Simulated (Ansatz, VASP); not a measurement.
## Al3GaAs4: VASP beside Ansatz

Aim: how closely do two programs agree when they are given the same cell, functional and k mesh? The cell is generated by rule, not measured, and may not be a known phase. The cell is taken from a series of runs on this material, whose earlier steps may have relaxed, scaled, displaced or heated it; both programs get it as it stands.

Main program and level: Ansatz 0.2.0; plane waves, with VASP 6.6.1 beside it; relaxation of cell and atoms at PBEsol.

The structure was built from a prototype and need not be the compound's stable phase.

## Step 1: The starting structure

It takes space group P-4m2 (No. 115, tetragonal). The conventional cell has a = 4.014 Å, b = 4.014 Å, c = 11.319 Å, α = 90.00°, β = 90.00°, γ = 90.00°. Nearest to Al lie 4 As at 2.45 to 2.46 Å. Al has 4 As at 2.46 Å nearest. Nearest to As lie 4 Al at 2.46 Å. As has 2 Al at 2.45 Å and 2 Ga at 2.46 Å nearest. Ga has 4 As at 2.46 Å nearest. Farther neighbours are not listed.

Structure file:

```cif
data_structure
_symmetry_space_group_name_H-M 'P 1'
_symmetry_Int_Tables_number 1
_cell_length_a 4.0144
_cell_length_b 4.0144
_cell_length_c 11.3194
_cell_angle_alpha 90.000
_cell_angle_beta 90.000
_cell_angle_gamma 90.000
_cell_volume 182.42
loop_
_atom_site_label
_atom_site_type_symbol
_atom_site_fract_x
_atom_site_fract_y
_atom_site_fract_z
_atom_site_occupancy
Al1 Al 0.00000 0.00000 0.99970 1
Al2 Al 0.50000 0.50000 0.25000 1
Al3 Al 0.00000 0.00000 0.50030 1
As4 As 0.50000 0.00000 0.12481 1
As5 As 0.00000 0.50000 0.37519 1
As6 As 0.50000 0.00000 0.62504 1
As7 As 0.00000 0.50000 0.87496 1
Ga8 Ga 0.50000 0.50000 0.75000 1
```

## Step 2: Ansatz: relaxation of cell and atoms, PBEsol

Ansatz runs on its default PAW (the set named soft_2) files.

The relaxed volume is the usual yardstick between codes: in a stiff, nearly cubic crystal its relative difference is about their pressure difference at one cell divided by the bulk modulus.

input.yaml reads:

```yaml
crystal:
  lattice:
    - [2.8385987162, 2.8385987162, 0.0]
    - [-2.8385987162, 2.8385987162, 0.0]
    - [0.0, 0.0, 11.3193900978]
  atoms:
    - { symbol: Al, position: [0.0, 0.0, -0.0003024987] }
    - { symbol: Al, position: [0.5, 0.5, 0.25] }
    - { symbol: Al, position: [0.0, 0.0, 0.5003024987] }
    - { symbol: As, position: [0.5, 1.0, 0.1248118259] }
    - { symbol: As, position: [0.0, 0.5, 0.3751881741] }
    - { symbol: As, position: [0.5, 1.0, 0.6250400244] }
    - { symbol: As, position: [0.0, 0.5, 0.8749599756] }
    - { symbol: Ga, position: [0.5, 0.5, 0.75] }
kpoints:
  mp_grid: { grid: [8, 8, 2] }
hamiltonian:
  xc: pbesol
scf:
  occupations: { method: fixed }
output:
  forces: true
  stress: true
  eigenvalues: true
relax:
  adjacent_minimum: "off"
  f_tol: 0.001
  max_steps: 60
  cell: { stress_tol: 0.01 }
```

The run is started by

```console
$ ansatz run input.yaml --threads 4 --pin off --max-ram 14336MiB --backend cpu --events-out ev --progress --plain --runs-dir out
```

Numbers of over 12 decimals in the logs are rounded to 6 here.

Output:

```text
Engine: ansatz 0.2.0, aarch64-unknown-linux-gnu
Pseudopotentials: kind: paw
Pseudopotential: Al, paw, valence charge 3, recommended cutoff 420 eV (normal), Al.paw.azcp
Pseudopotential: As, paw, valence charge 15, recommended cutoff 420 eV (normal), As.paw.azcp
Pseudopotential: Ga, paw, valence charge 13, recommended cutoff 420 eV (normal), Ga.paw.azcp
Functional definition: PBEsol
  exchange = pbesol_x
  correlation = pbesol_c
Crystal: 8 atoms, lattice volume = 182.415 Å³
Basis set: ecut = 420 eV, 3549 PW (Γ), exchange–correlation on 54×54×160 points (8 copies of the dense FFT grid, shifted against one another)
Bands: 50, of which v1, the nominal top of the filled ones, is band 41 counted from 1 (40 counted from 0)
Symmetry: 8 space group operations
Space group: P-4m2 (ITA 115), of the structure as read, at distance tolerance 5.7e-5 Å
k-points: 30 of 128
Non-local potential: Al, projectors of the file, l = 0: 2, l = 1: 2, l = 2: 1
Non-local potential: As, projectors of the file, l = 0: 2, l = 1: 2, l = 2: 3, l = 3: 1
Non-local potential: Ga, projectors of the file, l = 0: 2, l = 1: 2, l = 2: 3, l = 3: 1
PAW form: soft (Blöchl's): semilocal exchange-correlation on the pseudo side does not see the compensation charge
PAW frozen core: Al, regenerated for the run's functional, and the local potential with it (the file was generated under x = pbe(κ = 0.804, μ = 0.219515), c = pbe(β = 0.066725))
PAW frozen core: As, regenerated for the run's functional, and the local potential with it (the file was generated under x = pbe(κ = 0.804, μ = 0.219515), c = pbe(β = 0.066725))
PAW frozen core: Ga, regenerated for the run's functional, and the local potential with it (the file was generated under x = pbe(κ = 0.804, μ = 0.219515), c = pbe(β = 0.066725))
PAW one-centre angular grid: Al, 110 points (default); XC on 64 Gauss nodes
PAW one-centre angular grid: As, 590 points (default); XC on 64 Gauss nodes
PAW one-centre angular grid: Ga, 590 points (default); XC on 64 Gauss nodes
Initial density: superposition of atomic densities (neutral atoms: chi_scale 0, normalization atom), corrected by the library's trained network
Initial wavefunctions: pseudopotential atomic-orbital guess
Functional: x = pbesol(κ = 0.804, μ = 0.123457), c = pbesol(β = 0.046)
SCF iter   1: F=—  HF=-24572.177783 eV  |F-HF|=—  |Δ(HF+E_count)|=         —  Δρ=2.84e-3  dr2=2.61e-2  ethr=1.77e-3  ⟨swp⟩=4.8  Hψ=4928  notcnv=0  defer=180
preconditioner: auto → Resta (q_TF=auto, 2.388 Å⁻¹)  ε∞=3.7  [insulator: Δε(μ)=1.304 eV  Ē_g=10.871 eV  n_scr=48 (ndim 8)  ℏωp=17.8 eV  f_vac=0.020  ε∞_Penn≈3.7]
SCF iter   2: F=—  HF=-24572.169716 eV  |F-HF|=—  |Δ(HF+E_count)|=   8.07e-3  Δρ=1.59e-3  dr2=7.68e-3  ethr=3.18e-5  ⟨swp⟩=3.0  Hψ=3031  notcnv=0  defer=209
SCF iter   3: F=—  HF=-24572.168689 eV  |F-HF|=—  |Δ(HF+E_count)|=   1.03e-3  Δρ=4.78e-4  dr2=7.72e-4  ethr=9.36e-6  ⟨swp⟩=2.3  Hψ=1821  notcnv=0  defer=210
SCF iter   4: F=—  HF=-24572.168730 eV  |F-HF|=—  |Δ(HF+E_count)|=   4.04e-5  Δρ=1.69e-4  dr2=7.23e-5  ethr=9.42e-7  ⟨swp⟩=2.5  Hψ=2654  notcnv=0  defer=210
SCF iter   5: F=—  HF=-24572.168719 eV  |F-HF|=—  |Δ(HF+E_count)|=   1.02e-5  Δρ=1.03e-4  dr2=1.54e-5  ethr=8.82e-8  ⟨swp⟩=2.0  Hψ=2035  notcnv=0  defer=102
SCF iter   6: F=—  HF=-24572.168733 eV  |F-HF|=—  |Δ(HF+E_count)|=   1.37e-5  Δρ=2.16e-5  dr2=8.42e-7  ethr=1.88e-8  ⟨swp⟩=2.0  Hψ=2038  notcnv=0  defer=105
SCF iter   7: F=-24572.168734 eV  HF=-24572.168734 eV  |F-HF|=5.70e-8  |Δ(HF+E_count)|=   1.22e-6  Δρ=5.40e-6  dr2=5.68e-8  ethr=1.22e-10  ⟨swp⟩=10.7  Hψ=7999  notcnv=0
SCF 1 converged in 7 iterations: F = -24572.168734 eV  dr2 = 5.68e-8
  greatest PAW one-centre occupation: 0.999 electrons in one spin orbital (limit 2), on the As atom at site 6 (counted from 0), in its partial waves of l = 2
relax step   1: F+E_penalty+E_count = -24572.16873443 eV  Δ(F+E_penalty+E_count) = +0.000e0 eV  max|allowed force component| = 6.008e-3 eV/Å  Δτ_max = 0.0000 Å  P = -0.006 GPa  Ω = 182.415 Å³  (7 SCF iters, dr2 threshold 1.00e-7 eV, accepted)
[...]
relax step   2: F+E_penalty+E_count = -24572.16883436 eV  Δ(F+E_penalty+E_count) = -9.993e-5 eV  max|allowed force component| = 1.192e-3 eV/Å  Δτ_max = 0.0009 Å  P = -0.001 GPa  Ω = 182.402 Å³  energy of the carried Pulay correction = +2.353e-6 eV  (5 SCF iters, dr2 threshold 1.26e-8 eV, accepted)
[...]
relax step   3: F+E_penalty+E_count = -24572.16883682 eV  Δ(F+E_penalty+E_count) = -2.460e-6 eV  max|allowed force component| = 1.595e-4 eV/Å  Δτ_max = 0.0001 Å  P = +0.000 GPa  Ω = 182.400 Å³  energy of the carried Pulay correction = +2.734e-6 eV  (5 SCF iters, dr2 threshold 3.63e-10 eV, accepted)
[...]
relax step   4: F+E_penalty+E_count = -24572.16884929 eV  Δ(F+E_penalty+E_count) = -1.247e-5 eV  max|allowed force component| = 1.597e-4 eV/Å  Δτ_max = 0.0000 Å  P = -0.000 GPa  Ω = 182.400 Å³  stress off target by 5.58e-4 GPa  SCF on the basis re-selected at this cell (its energy is not comparable with the rows above)  (7 SCF iters)
basis re-selected at this cell: Δ(F+E_penalty+E_count) = -1.247e-5 eV, ΔP = -0.000 GPa vs the last step (what re-selecting the basis moved, of the pressure what is left beyond the Pulay correction that the steps carried, after the strain that the cell walked since its last selection, with what the two solves' SCF thresholds leave and, on support functions, any second-order correction that the steps lacked; it is no m [...]
SCF converged after 7 iterations
Free energy (F): -24572.168849 eV
Harris-Foulkes:  -24572.168849 eV  (|F-HF|=7.28e-12)
Internal energy: -24572.168849 eV  (E = F + TS)
E sigma→0 (E₀):  -24572.168849 eV
Fermi energy:    6.643931 eV
--- Per-component energies (eV) ---
  E_band       = -1137.509295
  E_kinetic    = 598.880714
  E_local      = -11115.845586  (includes V_loc(G=0)·N_el)
  E_nonlocal   = -2214.998395
  E_hartree    = 5778.855260
  E_xc         = -500.906707
  E_vxc        = -462.078331  (∫ρ·V_xc dr)
  E_paw        = -10487.767906  (= ΣΔE_a)
  E_vpaw       = 498.821887  (= ΣTr[D̂ρ^β])
  E_aug_tail   = -0.000117  (compensation charges beyond the density's cutoff)
  E_ewald      = -6635.172222
  E_core_change = 4.786110  (= ΣΔE_core)
  E_smearing   = -0.000000  (= −TS)
  E_closure    = -0.000000  (closes the sum)
  Σ components = -24572.168849   (vs F -24572.168849, Δ=0.00e0)
--- Forces (eV/Å), atoms counted from 1 ---
  atom   1  Al    -0.00000000    -0.00000000     0.00009420
  atom   2  Al    -0.00000000    -0.00000000    -0.00000000
  atom   3  Al    -0.00000000    -0.00000000    -0.00009420
  atom   4  As     0.00000000     0.00000000    -0.00004112
  atom   5  As     0.00000000     0.00000000     0.00004112
  atom   6  As     0.00000000     0.00000000    -0.00015965
  atom   7  As     0.00000000     0.00000000     0.00015965
  atom   8  Ga    -0.00000000    -0.00000000    -0.00000000
  max |Σ_I F_I| component: 1.45e-16 eV/Å
--- Stress (GPa, compression-positive) ---
       -0.000329      -0.000000       0.000000
       -0.000000      -0.000329      -0.000000
        0.000000      -0.000000       0.000558
  P = ⅓ Tr σ = -0.0000 GPa (-0.000 kbar)
--- Band table (eV; the first three rows and the last of 30) ---
  k-point 0: bands = [... 37 lower, 5.2621, 6.6297, 6.6439, 6.6439, 7.9917, 8.0372, 8.7543, 8.9872, ... 5 higher]
  k-point 1: bands = [... 37 lower, 6.0133, 6.0133, 6.1958, 6.1958, 8.1171, 8.3728, 8.9661, 9.1696, ... 5 higher]
  k-point 2: bands = [... 37 lower, 5.3256, 5.5595, 6.3175, 6.6047, 8.3030, 8.8539, 9.3872, 9.4987, ... 5 higher]
  k-point 29: bands = [... 37 lower, 3.9597, 3.9597, 3.9931, 3.9931, 8.9273, 8.9273, 9.2049, 9.2049, ... 5 higher]
--- Relaxed structure (3 steps of the walk, 3 accepted, 1 SCFs on fresh bases) ---
  F+E_penalty+E_count = -24572.16884929 eV   max|allowed force component| = 1.597e-4 eV/Å   (the final SCF, on the basis selected at the relaxed cell)
  cell:  # Å, volume = 182.3996 Å³
    - [2.836513, 2.836513, 0]
    - [-2.836513, 2.836513, 0]
    - [0, 0, 11.335070]
  atoms:
    - { symbol: Al, position: [0, 0, -0.000355899] }
    - { symbol: Al, position: [0.500000, 0.500000, 0.25] }
    - { symbol: Al, position: [0, 0, 0.500356] }
    - { symbol: As, position: [0.500000, 1.000000, 0.124788] }
    - { symbol: As, position: [0, 0.500000, 0.375212] }
    - { symbol: As, position: [0.500000, 1.000000, 0.625121] }
    - { symbol: As, position: [0, 0.500000, 0.874879] }
    - { symbol: Ga, position: [0.500000, 0.500000, 0.75] }
```

(Continued in part 2 of 2.)

[Lines on the potential files, build, host, timing and source positions are cut from VASP's logs without a mark.]

[Logs are printed without paths, hosts, clocks, repeated set-up lines and the standing remarks that a program may print on its own settings, such as how far it seeks lower states.]

[Hosts, paths, dates, database ids (printed as entryN), source tags and the programs' standing remarks are cut or masked in the printed files.]
